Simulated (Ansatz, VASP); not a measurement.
# HoBi: VASP beside Ansatz, part 2 of 3

Wanted: the spread between two codes on one cell, functional and k mesh. The cell is taken from a series of VASP runs on this material, whose earlier steps may have relaxed, scaled or displaced it; both programs get it as it stands.

VASP 6.6.1 and Ansatz 0.2.0.

So far: The structure; VASP: relaxation of cell and atoms, r2SCAN with rVV10, DFT+U.

In doubt: a part-filled 4f shell, where there is one, can sit in one of many states, so energies may not be the lowest and differences between runs may mislead; derivatives with an open 4f shell can jump between states, which bears on forces and vibrations.

### Step 2. VASP: relaxation of cell and atoms, r2SCAN with rVV10, DFT+U (continued)

Level of this step: r2SCAN with rVV10, DFT+U (Ho f 7 eV), spin-polarised from a ferromagnetic start (one magnetic atom a cell); plane waves and PAW (Ho, Bi_d) (VASP).

OUTCAR, selected parts (step 2):

```text
ion  position               nearest neighbor table
   1  0.000  0.000  0.000-   2 3.13   2 3.13   2 3.13   2 3.13   2 3.13   2 3.13
   2  0.500  0.500  0.500-   1 3.13   1 3.13   1 3.13   1 3.13   1 3.13   1 3.13

  LATTYP: Found a face centered cubic cell.
 ALAT       =     6.2562911216

 Subroutine GETGRP returns: Found 48 space group operations
 (whereof 48 operations were pure point group operations)

The static configuration has the point symmetry O_h .

 Found     16 irreducible k-points:

   k-points           NKPTS =     16   k-points in BZ     NKDIM =     16   number of bands    NBANDS=     25

   dimension x,y,z NGX =    32 NGY =   32 NGZ =   32
   dimension x,y,z NGXF=    64 NGYF=   64 NGZF=   64

   ENCUT  =  450.0 eV  33.07 Ry    5.75 a.u.   7.65  7.65  7.65*2*pi/ulx,y,z

   NELECT =      36.0000    total number of electrons

 k-points in reciprocal lattice and weights: Automatic mesh
   0.00000000  0.00000000  0.00000000       0.005
   0.16666667  0.00000000  0.00000000       0.037
   0.33333333  0.00000000  0.00000000       0.037
   0.50000000  0.00000000  0.00000000       0.019
   0.16666667  0.16666667  0.00000000       0.028
   0.33333333  0.16666667  0.00000000       0.111
   0.50000000  0.16666667  0.00000000       0.111
  -0.33333333  0.16666667  0.00000000       0.111
  -0.16666667  0.16666667  0.00000000       0.056
[...]
-0.33333333  0.33333333  0.16666667       0.111
  -0.33333333  0.50000000  0.16666667       0.056

atom =   1  type =  1  l = 3

 onsite density matrix

spin component  1

  0.9951 -0.0000 -0.0002  0.0000  0.0000  0.0000 -0.0000
 -0.0000  0.9952 -0.0000  0.0000 -0.0000  0.0000  0.0000
 -0.0002 -0.0000  0.9952  0.0000  0.0000  0.0000  0.0000
  0.0000  0.0000  0.0000  0.9949  0.0000  0.0000 -0.0000
  0.0000 -0.0000  0.0000  0.0000  0.9952 -0.0000  0.0002
  0.0000  0.0000  0.0000  0.0000 -0.0000  0.9954  0.0000
 -0.0000  0.0000  0.0000 -0.0000  0.0002  0.0000  0.9951

spin component  2

  0.6207 -0.0000  0.4792 -0.0000  0.0000 -0.0000  0.0000
 -0.0000 -0.0009 -0.0000 -0.0000 -0.0000  0.0000  0.0000
  0.4792 -0.0000  0.3733  0.0000 -0.0000  0.0000 -0.0000
 -0.0000 -0.0000  0.0000  0.9918  0.0000 -0.0000 -0.0000
  0.0000 -0.0000 -0.0000  0.0000  0.3733 -0.0000 -0.4792
 -0.0000  0.0000  0.0000 -0.0000 -0.0000  0.0021 -0.0000
  0.0000  0.0000 -0.0000 -0.0000 -0.4792 -0.0000  0.6207

 occupancies and eigenvectors

  o = -0.0009  v =  0.0000  0.0000  0.0000  0.0000  0.0000  0.0000  0.0000  0.0000  1.0000 -0.0000 -0.0000 -0.0000 -0.0000 -0.0000      0.0000  0.0000  0.0000  0.0000  0.0000  0.0000  0.0000  0.0000  0.0000  0.0000  0.0000  0.0000  0.0000  0.0000
  o =  0.0021  v =  0.0000  0.0000  0.0000  0.0000  0.0000  0.0000  0.0000  0.0000 -0.0000 -0.0000 -0.0000  0.0006 -1.0000  0.0005      0.0000  0.0000  0.0000  0.0000  0.0000  0.0000  0.0000  0.0000  0.0000  0.0000  0.0000  0.0000  0.0000  0.0000
  o =  0.0021  v =  0.0000  0.0000  0.0000  0.0000  0.0000  0.0000  0.0000  0.6124  0.0000 -0.7906  0.0000 -0.0000  0.0000 -0.0000      0.0000  0.0000  0.0000  0.0000  0.0000  0.0000  0.0000  0.0000  0.0000  0.0000  0.0000  0.0000  0.0000  0.0000
  o =  0.0021  v =  0.0000  0.0000  0.0000  0.0000  0.0000  0.0000  0.0000  0.0000 -0.0000  0.0000  0.0000 -0.7906 -0.0007 -0.6124      0.0000  0.0000  0.0000  0.0000  0.0000  0.0000  0.0000  0.0000  0.0000  0.0000  0.0000  0.0000  0.0000  0.0000
  o =  0.9918  v =  0.0000  0.0000  0.0000  0.0000  0.0000  0.0000  0.0000  0.0000 -0.0000  0.0000 -0.0004  0.6124  0.0000 -0.7906      0.0000  0.0000  0.0000  0.0000  0.0000  0.0000  0.0000  0.0000  0.0000  0.0000  0.0000  0.0000  0.0000  0.0000
  o =  0.9918  v =  0.0000  0.0000  0.0000  0.0000  0.0000  0.0000  0.0000 -0.7906  0.0000 -0.6124  0.0000 -0.0000  0.0000 -0.0000      0.0000  0.0000  0.0000  0.0000  0.0000  0.0000  0.0000  0.0000  0.0000  0.0000  0.0000  0.0000  0.0000  0.0000
  o =  0.9918  v =  0.0000  0.0000  0.0000  0.0000  0.0000  0.0000  0.0000  0.0000 -0.0000  0.0000  1.0000  0.0002 -0.0000 -0.0003      0.0000  0.0000  0.0000  0.0000  0.0000  0.0000  0.0000  0.0000  0.0000  0.0000  0.0000  0.0000  0.0000  0.0000
  o =  0.9949  v =  0.0010 -0.0000  0.0008 -0.0007 -0.6124 -0.0000  0.7906  0.0000  0.0000  0.0000  0.0000  0.0000  0.0000  0.0000      0.0000  0.0000  0.0000  0.0000  0.0000  0.0000  0.0000  0.0000  0.0000  0.0000  0.0000  0.0000  0.0000  0.0000
  o =  0.9949  v =  0.7906  0.0000  0.6124 -0.0001  0.0008 -0.0000 -0.0010  0.0000  0.0000  0.0000  0.0000  0.0000  0.0000  0.0000      0.0000  0.0000  0.0000  0.0000  0.0000  0.0000  0.0000  0.0000  0.0000  0.0000  0.0000  0.0000  0.0000  0.0000
  o =  0.9949  v =  0.0000  0.0000  0.0000  1.0000 -0.0004 -0.0000  0.0005  0.0000  0.0000  0.0000  0.0000  0.0000  0.0000  0.0000      0.0000  0.0000  0.0000  0.0000  0.0000  0.0000  0.0000  0.0000  0.0000  0.0000  0.0000  0.0000  0.0000  0.0000
  o =  0.9952  v = -0.0000  1.0000  0.0000 -0.0000  0.0000  0.0000  0.0000  0.0000  0.0000  0.0000  0.0000  0.0000  0.0000  0.0000      0.0000  0.0000  0.0000  0.0000  0.0000  0.0000  0.0000  0.0000  0.0000  0.0000  0.0000  0.0000  0.0000  0.0000
  o =  0.9954  v = -0.0000  0.0000  0.0000 -0.0000 -0.0027 -1.0000 -0.0021  0.0000  0.0000  0.0000  0.0000  0.0000  0.0000  0.0000      0.0000  0.0000  0.0000  0.0000  0.0000  0.0000  0.0000  0.0000  0.0000  0.0000  0.0000  0.0000  0.0000  0.0000
  o =  0.9954  v =  0.6124  0.0000 -0.7906 -0.0000  0.0002 -0.0000  0.0001  0.0000  0.0000  0.0000  0.0000  0.0000  0.0000  0.0000      0.0000  0.0000  0.0000  0.0000  0.0000  0.0000  0.0000  0.0000  0.0000  0.0000  0.0000  0.0000  0.0000  0.0000
  o =  0.9954  v = -0.0001 -0.0000  0.0002 -0.0000  0.7906 -0.0034  0.6124  0.0000  0.0000  0.0000  0.0000  0.0000  0.0000  0.0000      0.0000  0.0000  0.0000  0.0000  0.0000  0.0000  0.0000  0.0000  0.0000  0.0000  0.0000  0.0000  0.0000  0.0000

 average (electrostatic) potential at core
       1 -45.9233       2-111.3529

 E-fermi :   5.0390

 spin component 1
 k-point     1 :       0.0000    0.0000    0.0000
  band No.  band energies     occupation
    ...
     13      -5.3659      1.00000
     14      -5.3658      1.00000
     15      -4.0353      1.00000
     16      -4.0353      1.00000
     17      -4.0353      1.00000
     18       5.9654     -0.00000
     19       5.9654     -0.00000
     20       5.9654     -0.00000
     21       6.2157     -0.00000
     22       6.2157     -0.00000
    ...

 k-point     2 :       0.1667    0.0000    0.0000
  band No.  band energies     occupation
    ...
     16      -4.0299      1.00000
     17      -4.0263      1.00000
     18       3.5903      1.00000
     19       4.6272      1.00658
     20       4.6272      1.00658
     21       6.6241     -0.00000
     22       6.6242     -0.00000
     23       6.6479     -0.00000
     24       8.7726     -0.00000
     25       8.7727     -0.00000

 k-point     3 :       0.3333    0.0000    0.0000
  band No.  band energies     occupation
    ...
     16      -4.0187      1.00000
     17      -3.9872      1.00000
     18       1.3635      1.00000
     19       3.5394      1.00000
     20       3.5394      1.00000
     21       7.0982     -0.00000
     22       7.3674     -0.00000
     23       7.3675     -0.00000
     24      10.1503      0.00000
     25      10.9693      0.00000

 k-point     4 :       0.5000    0.0000    0.0000
  band No.  band energies     occupation
    ...
     16      -4.0128      1.00000
     17      -3.9393      1.00000
     18       0.4256      1.00000
     19       3.1600      1.00000
     20       3.1600      1.00000
     21       7.9046     -0.00000
     22       7.9047     -0.00000
     23       8.0491     -0.00000
     24       8.5205     -0.00000
     25      11.6549      0.00000

 k-point     5 :       0.1667    0.1667    0.0000
  band No.  band energies     occupation
    ...
     16      -4.0320      1.00000
     17      -4.0186      1.00000
     18       3.1503      1.00000
     19       4.8242      1.03120
     20       4.8242      1.03119
     21       5.7261     -0.00001
     22       7.2829     -0.00000
     23       7.7940     -0.00000
     24       7.7941     -0.00000
     25       7.8285     -0.00000

 k-point     6 :       0.3333    0.1667    0.0000
  band No.  band energies     occupation
    ...
     16      -4.0229      1.00000
     17      -3.9986      1.00000
     18       1.8620      1.00000
     19       3.6221      1.00000
     20       4.0391      1.00000
     21       6.1081     -0.00000
     22       7.6580     -0.00000
     23       7.7702     -0.00000
     24       9.1120      0.00000
     25       9.6431      0.00000

  Total        0.0087419      0.0087419      0.0087419     -0.0000000      0.0000000     -0.0000000
  in kB        0.2282213      0.2282213      0.2282213     -0.0000000      0.0000000     -0.0000000
  external PRESSURE =       0.2282213 kB  Pullay stress =       0.0000000 kB

  energy-cutoff  :      450.00
  volume of cell :       61.37
      direct lattice vectors                 reciprocal lattice vectors
     0.000000000  3.130713850  3.130713850    -0.159707985  0.159707985  0.159707985
     3.130713850  0.000000000  3.130713850     0.159707985 -0.159707985  0.159707985
     3.130713850  3.130713850 -0.000000000     0.159707985  0.159707985 -0.159707985

 POSITION                                       TOTAL-FORCE (eV/Angst)
 -----------------------------------------------------------------------------------
      3.13071      3.13071     -0.00000         0.000000     -0.000000     -0.000000
      3.13071      3.13071      3.13071        -0.000000      0.000000      0.000000
 -----------------------------------------------------------------------------------
    total drift:                                0.000000     -0.000000      0.000000

  FREE ENERGIE OF THE ION-ELECTRON SYSTEM (eV)
  ---------------------------------------------------
  free  energy   TOTEN  =       -94.9108847594 eV

  energy  without entropy=      -94.9114858852  energy(sigma->0) =      -94.91108513

 reached required accuracy - stopping structural energy minimisation

 total charge
# of ion       s       p       d       f       tot
--------------------------------------------------
    1        2.064   5.714   0.536   9.941  18.255
    2        1.382   1.839   9.864   0.000  13.086
--------------------------------------------------
tot          3.446   7.553  10.401   9.941  31.341

 magnetization (x)
# of ion       s       p       d       f       tot
--------------------------------------------------
    1        0.003  -0.046   0.035   3.983   3.976
    2       -0.003  -0.031   0.001   0.000  -0.033
--------------------------------------------------
tot         -0.000  -0.076   0.037   3.983   3.943

[... 6 further parts left out ...]
```

CONTCAR:

```
HoBi
   1.00000000000000
     0.0000000000000000    3.1307138504150118    3.1307138504150118
     3.1307138504150118    0.0000000000000000    3.1307138504150118
     3.1307138504150118    3.1307138504150118   -0.0000000000000000
  Ho              Bi
     1     1
Direct
     0.0000000000000000    0.0000000000000000    1.0000000000000000
     0.5000000000000000    0.5000000000000000    0.5000000000000000
```

The cell holds one magnetic atom, so no antiferromagnetic order fits into it. Experiment finds antiferromagnetic order in this phase (below 5.7 K, arxiv:1309.1113), so this ferromagnetic run describes another state. DFT+U on an f shell has many metastable occupations, and no search among them was made.

(Continued in part 3 of 3.)

[Lines on the potential files, build, host, timing and source positions are cut from VASP's logs without a mark.]

[Logs are printed without paths, hosts, clocks, repeated set-up lines and the standing remarks that a program may print on its own settings, such as how far it seeks lower states.]

[Hosts, paths, dates, database ids (printed as entryN), source tags and the programs' standing remarks are cut or masked in the printed files.]
